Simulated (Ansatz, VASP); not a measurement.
# Cross-check of PtS2 between VASP and Ansatz, part 2 of 2

One calculation is typed for both programs; each brings its own data sets. How far apart do they land? Of the first pair: The structure shown is the end of the Ansatz relaxation below.

VASP 6.6.1 and Ansatz 0.2.0.

So far. Step 3 (VASP: single point, PBE with D3(BJ), cell relaxed in …): The run ends at a pressure of -0.57 GPa, with forces up to 0.041 eV/Å.

## Step 6: VASP: single point, PBE with D3(BJ), start cell, pair 2

Level of this step: PBE with D3(BJ); plane waves and PAW (S, Pt) (VASP).

The same cell, functional, mesh and smearing now go to VASP, with its own data sets.

Input file INCAR:

```
SYSTEM = PtS2
PREC = Accurate
ENCUT = 400
EDIFF = 1E-06
NELM = 120
ISMEAR = 0
SIGMA = 0.01
LREAL = .FALSE.
ALGO = Normal
GGA = PE
IVDW = 12
NBANDS = 17
LASPH = .TRUE.
LORBIT = 11
LWAVE = .FALSE.
LCHARG = .FALSE.
ISIF = 2
GGA_COMPAT = .FALSE.
EFERMI = MIDGAP
KPAR = 2
```

Input file POSCAR:

```
PtS2
1.0
    3.5793770000      0.0000000000      0.0000000000
   -1.7896880000      3.0998310000      0.0000000000
    0.0000000000      0.0000000000      4.7571810000
S Pt
2 1
Direct
    0.3333332402      0.6666666667      0.2568374001
    0.6666664804      0.3333333333      0.7431625999
    0.0000000000      0.0000000000      0.0000000000
```

Input file KPOINTS:

```
Automatic mesh
0
Gamma
12 12 8
0 0 0
```

The projector-augmented-wave data sets are S and Pt (PBE family, release 64).

Run with:

```bash
> mpirun -np 2 vasp_std
```

Numbers of over 12 decimals in the logs are rounded to 6 here.

Log:

```text
[... set-up lines as in an earlier step ...]
 entering main loop
       N       E                     dE             d eps       ncg     rms          rms(c)
DAV:   1     0.876824100599E+02    0.87682E+02   -0.90730E+03  4774   0.929E+02
DAV:   2    -0.129690691993E+02   -0.10065E+03   -0.97805E+02  5516   0.202E+02
DAV:   3    -0.166032416782E+02   -0.36342E+01   -0.36151E+01  5699   0.399E+01
DAV:   4    -0.166365028170E+02   -0.33261E-01   -0.33248E-01  5930   0.422E+00
[...]
DAV:  12    -0.153374337637E+02   -0.27117E-05   -0.87674E-06  5572   0.268E-02    0.942E-03
DAV:  13    -0.153374348880E+02   -0.11243E-05   -0.96680E-07  4319   0.744E-03    0.395E-03
DAV:  14    -0.153374350324E+02   -0.14441E-06   -0.21113E-07  2763   0.349E-03
   1 F= -.16665811E+02 E0= -.16665811E+02  d E =-.988318E-38
```

Parts of OUTCAR (step 6):

```text
 Edisp (eV)   -1.32838

  Total      -0.48610    -0.48610    -0.58994    -0.00000    -0.00000    -0.00000
  in kB     -14.75518   -14.75518   -17.90709    -0.00000    -0.00000    -0.00000
  external pressure =      -15.81 kB  Pullay stress =        0.00 kB

 POSITION                                       TOTAL-FORCE (eV/Angst)
 -----------------------------------------------------------------------------------
     -0.00000      2.06655      1.22182         0.000000      0.000000     -0.172630
      1.78969      1.03328      3.53536        -0.000000      0.000000      0.172630
      0.00000      0.00000      0.00000        -0.000000      0.000000     -0.000000
 -----------------------------------------------------------------------------------
    total drift:                                0.000482     -0.000000      0.000000

  FREE ENERGIE OF THE ION-ELECTRON SYSTEM (eV)
  ---------------------------------------------------
  free  energy   TOTEN  =       -16.6658113622 eV

  energy  without entropy=      -16.6658113622  energy(sigma->0) =      -16.66581136

[... 1 part as in an earlier step ...]

[... 2 further parts left out ...]
[key lines of the parts left out:]
E-fermi :   7.7525
```

The run ends at a pressure of -1.58 GPa, with forces up to 0.17 eV/Å.

## Step 7: Comparison

What differs besides the data sets and the points named for the pairs above, as far as they apply: the data sets hold 30 valence electrons in Ansatz (on its PAW soft_1 files) and 22 in VASP; the cutoff is 420 eV in Ansatz and 400 eV in VASP. Total energies have different zeros and are not compared.

Forces (eV/Å; atoms numbered as in POSCAR):

| atom | Ansatz x, y, z | VASP x, y, z |
| --- | --- | --- |
| S1 | 0.000, 0.000, -0.133 | 0.000, 0.000, -0.173 |
| S2 | 0.000, 0.000, 0.133 | 0.000, 0.000, 0.173 |
| Pt3 | 0.000, 0.000, 0.000 | 0.000, 0.000, 0.000 |

The forces differ by 19 meV/Å r.m.s., which is 22.9 % of the r.m.s. force of 0.081 eV/Å (both taken over all components).

## Step 8: Ansatz: relaxation, PBE with D3(BJ)

This run makes the geometry at which the two programs are then compared. The cell compared in this pair holds 52.68 Å³, against 52.78 Å³ for the pair before.

The structure compared here is the end of the Ansatz relaxation.

This is the run of step 5 again, met here at its other cell.

## Step 9: VASP: single point, PBE with D3(BJ), cell relaxed in part, pair 3

The same cell, functional, mesh and smearing now go to VASP, with its own data sets.

Edit INCAR of step 6 so:

```diff
@@ -2,3 +2,3 @@
 PREC = Accurate
-ENCUT = 400
+ENCUT = 500
 EDIFF = 1E-06
```

Input file POSCAR:

```
PtS2
1.0
    3.5758499745      0.0000000000      0.0000000000
   -1.7879249872      3.0967769181      0.0000000000
    0.0000000000      0.0000000000      4.7571810292
S Pt
2 1
Direct
    0.3333333332      0.6666666668      0.2549967158
    0.6666666668      0.3333333332      0.7450032842
    0.0000000000      0.0000000000      0.0000000000
```

KPOINTS is that of step 6.

Run with:

```bash
> mpirun -np 2 vasp_std
```

Log:

```text
[... set-up lines as in an earlier step ...]
 entering main loop
       N       E                     dE             d eps       ncg     rms          rms(c)
DAV:   1     0.109562376188E+03    0.10956E+03   -0.10389E+04  4502   0.112E+03
DAV:   2    -0.117376559654E+02   -0.12130E+03   -0.11783E+03  5670   0.225E+02
DAV:   3    -0.165984782615E+02   -0.48608E+01   -0.48307E+01  5615   0.468E+01
DAV:   4    -0.166461649108E+02   -0.47687E-01   -0.47665E-01  5908   0.516E+00
[...]
DAV:  12    -0.153381570266E+02   -0.23934E-05   -0.89334E-06  5627   0.274E-02    0.864E-03
DAV:  13    -0.153381581923E+02   -0.11657E-05   -0.93383E-07  4310   0.739E-03    0.388E-03
DAV:  14    -0.153381583494E+02   -0.15709E-06   -0.21787E-07  2723   0.351E-03
   1 F= -.16668769E+02 E0= -.16668769E+02  d E =-.962240E-55
```

Parts of OUTCAR (step 9):

```text
 Edisp (eV)   -1.33061

  Total      -0.17859    -0.17859    -0.29222    -0.00000     0.00000     0.00000
  in kB      -5.43152    -5.43152    -8.88767    -0.00000     0.00000     0.00000
  external pressure =       -6.58 kB  Pullay stress =        0.00 kB

 POSITION                                       TOTAL-FORCE (eV/Angst)
 -----------------------------------------------------------------------------------
     -0.00000      2.06452      1.21307        -0.000000      0.000000     -0.041362
      1.78792      1.03226      3.54412         0.000000     -0.000000      0.041362
      0.00000      0.00000      0.00000        -0.000000      0.000000      0.000000
 -----------------------------------------------------------------------------------
    total drift:                                0.000000     -0.000000      0.000000

  FREE ENERGIE OF THE ION-ELECTRON SYSTEM (eV)
  ---------------------------------------------------
  free  energy   TOTEN  =       -16.6687688800 eV

  energy  without entropy=      -16.6687688800  energy(sigma->0) =      -16.66876888

[... 1 part as in an earlier step ...]

[... 2 further parts left out ...]
[key lines of the parts left out:]
E-fermi :   7.7831
```

The run ends at a pressure of -0.66 GPa, with forces up to 0.041 eV/Å.

## Step 10: Comparison

What differs besides the data sets and the points named for the pairs above, as far as they apply: the data sets hold 30 valence electrons in Ansatz (on its PAW soft_1 files) and 22 in VASP. Total energies have different zeros and are not compared.

Compared:

| quantity | Ansatz | VASP | difference |
| --- | --- | --- | --- |
| pressure (GPa) | -0.20 | -0.66 | +0.46 |
| gap on the k mesh (eV) | 0.204 | 0.216 | -0.012 |

The largest component of a force difference here is 41 meV/Å. A gap on the mesh is an upper bound, since the band edges may lie between its points; neither run holds spin-orbit coupling, which can move the band edges of a compound of Pt.

## Step 11: Summary of results

- r.m.s. force difference (single point, PBE with D3(BJ), cell relaxed in part, pair 1): 19 meV/Å
- r.m.s. force difference (single point, PBE with D3(BJ), start cell, pair 2): 19 meV/Å
- r.m.s. force difference (single point, PBE with D3(BJ), cell relaxed in part, pair 3): 19 meV/Å

The r.m.s. force difference is 19 meV/Å (single point, PBE with D3(BJ), cell relaxed in part, pair 3), beyond the 12 meV/Å picked in this series as the mark of a large difference. The data sets hold unlike numbers of valence electrons (30 in Ansatz and 22 in VASP), so part of the differences may come from the potentials. What causes the difference of the single point, PBE with D3(BJ), cell relaxed in part, pair 1 pair stays open here. What causes the difference of the single point, PBE with D3(BJ), start cell, pair 2 pair stays open here. What causes the difference of the single point, PBE with D3(BJ), cell relaxed in part, pair 3 pair stays open here. How closely two codes agree says nothing of how well the functional describes the real material.

[Lines on the potential files, build, host, timing and source positions are cut from VASP's logs without a mark.]

[Logs are printed without paths, hosts, clocks, repeated set-up lines and the standing remarks that a program may print on its own settings, such as how far it seeks lower states.]

[Hosts, paths, dates, database ids (printed as entryN), source tags and the programs' standing remarks are cut or masked in the printed files.]
